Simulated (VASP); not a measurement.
Computed with PBE GGA, VASP's PBE PAW potentials (set 64) (plane waves; VASP).

Input for VASP

KPOINTS:
```
Automatic
0
G
6 6 6
```

**INCAR**
```
ALGO = Normal
GGA = PE
LASPH = .TRUE.   # aspherical one-centre terms
PREC = Accurate
LREAL = .FALSE.   # projection in real space or not
ISIF = 2
SIGMA = 0.05   # width (eV)
ISPIN = 2
NELM = 100   # most electronic steps
MAGMOM = 0.0 3*3.0
ENCUT = 400
LWAVE = .FALSE.
LORBIT = 10
LCHARG = .FALSE.
EDIFF = 1E-6
LMAXMIX = 4   # l cut-off of mixed one-centre charges
SYSTEM = Co3As
ISMEAR = 0
```

POSCAR:
```
Co3As
1
    0.0000000000     2.9138740000     2.9138740000
    2.9138740000     0.0000000000     2.9138740000
    2.9138740000     2.9138740000     0.0000000000
As Co
1 3
Direct
  0.0000000000   0.0000000000   0.0000000000
  0.5000000000   0.5000000000   0.5000000000
  0.2500000000   0.2500000000   0.2500000000
  0.7500000000   0.7500000000   0.7500000000
```

POTCAR, in this order: As Co (PBE.64 set). Program: vasp_std.

Q: Predict the energy per atom (σ→0), cell moment, pressure, band gap (on the k-mesh).

A: 
```json
{
  "energy per atom (σ→0)": "-6.386 eV/atom",
  "cell_moment": "4.60 μB",
  "band gap (on the k-mesh)": "none (metal, semimetal or under 0.01 eV)",
  "pressure": "-7.29 GPa"
}
```

File OSZICAR:
```
...
DAV:   9    -0.256083270327E+02   -0.38252E-01   -0.16382E-01  1847   0.993E+00    0.371E+00
DAV:  10    -0.255496741876E+02    0.58653E-01   -0.11993E-01  1845   0.994E+00    0.113E+00
DAV:  11    -0.255451149193E+02    0.45593E-02   -0.11154E-02  2114   0.182E+00    0.354E-01
DAV:  12    -0.255449248941E+02    0.19003E-03   -0.18299E-03  2437   0.558E-01    0.733E-02
DAV:  13    -0.255449478921E+02   -0.22998E-04   -0.28312E-04  1718   0.150E-01    0.367E-02
DAV:  14    -0.255449493177E+02   -0.14256E-05   -0.10729E-05  1947   0.368E-02    0.193E-02
DAV:  15    -0.255449485362E+02    0.78152E-06   -0.13366E-06  1136   0.234E-02
   1 F= -.25544949E+02 E0= -.25543127E+02  d E =-.364339E-02  mag=     4.6029
```

The structure was generated: Co3As was put into the D03 type (Fm-3m), which need not be its known phase. The cell was not relaxed at this level. The k-mesh is coarse (spacing up to 0.31 per Å, 2π included), so the numbers may not be converged in it.
